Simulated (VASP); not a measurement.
An input for Quantum ESPRESSO's pw.x (written as the equivalent of a VASP run, and not itself run):

```
&CONTROL
  calculation = 'scf'
  pseudo_dir = './pseudo'
  outdir = './out'
  tprnfor = .true.
  tstress = .true.
/
&SYSTEM
  ibrav = 0
  nat = 6
  ntyp = 2
  ecutwfc = 74
  occupations = 'tetrahedra'
  input_dft = 'pbe'
  vdw_corr = 'grimme-d3'
  dftd3_version = 4
  dftd3_threebody = .false.
/
&ELECTRONS
  conv_thr = 7.3e-09
  electron_maxstep = 100
/
ATOMIC_SPECIES
  W 183.840 W.upf
  S 32.060 S.upf
CELL_PARAMETERS angstrom
     1.5769375   -2.7313358    0.0000000
     1.5769375    2.7313358    0.0000000
     0.0000000    0.0000000   12.1096419
ATOMIC_POSITIONS crystal
  W    0.3333330  0.6666670  0.2500000
  W    0.6666670  0.3333330  0.7500000
  S    0.3333330  0.6666670  0.8800405
  S    0.6666670  0.3333330  0.3800405
  S    0.6666670  0.3333330  0.1199595
  S    0.3333330  0.6666670  0.6199595
K_POINTS automatic
  9 9 2 0 0 0
```

Task: Write the VASP files for the same calculation (PBE-D3(BJ)).

Result: This is not unique; one that fits is 
File KPOINTS:
```
Automatic mesh
0
Gamma
9 9 2
0 0 0
```

### POSCAR
```
WS2
1.0
  1.5769374579  -2.7313357754   0.0000000000
  1.5769374579   2.7313357754   0.0000000000
  0.0000000000   0.0000000000  12.1096419006
W S
2 4
Direct
  0.3333330000   0.6666670000   0.2500000000
  0.6666670000   0.3333330000   0.7500000000
  0.3333330000   0.6666670000   0.8800405126
  0.6666670000   0.3333330000   0.3800405126
  0.6666670000   0.3333330000   0.1199594874
  0.3333330000   0.6666670000   0.6199594874
```

**INCAR**
```
ALGO  =  Normal
EDIFF  =  1E-7
ENCUT  =  520
GGA  =  PE
ISIF  =  2
ISMEAR  =  -5
IVDW  =  12
LASPH  =  T
LCHARG  =  T
LEFG  =  T
LMAXMIX  =  6
LORBIT  =  11
LREAL  =  F
LWAVE  =  F
NEDOS  =  601
NELM  =  100
PREC  =  Accurate
SYSTEM  =  WS2
```

POTCAR, in this order: W_sv S (PBE.64 set). Program: vasp_std.

Limits of the translation: the potentials are each code's own (VASP's PAW set, PseudoDojo norm-conserving files in pw.x), so ENCUT and ecutwfc are chosen apart and not converted; conv_thr bounds pw.x's estimated SCF error, while EDIFF bounds the energy change between steps; the field gradients of LEFG aren't asked of the other code.

The compound is WS2 in the 2H layered structure. It was relaxed first.
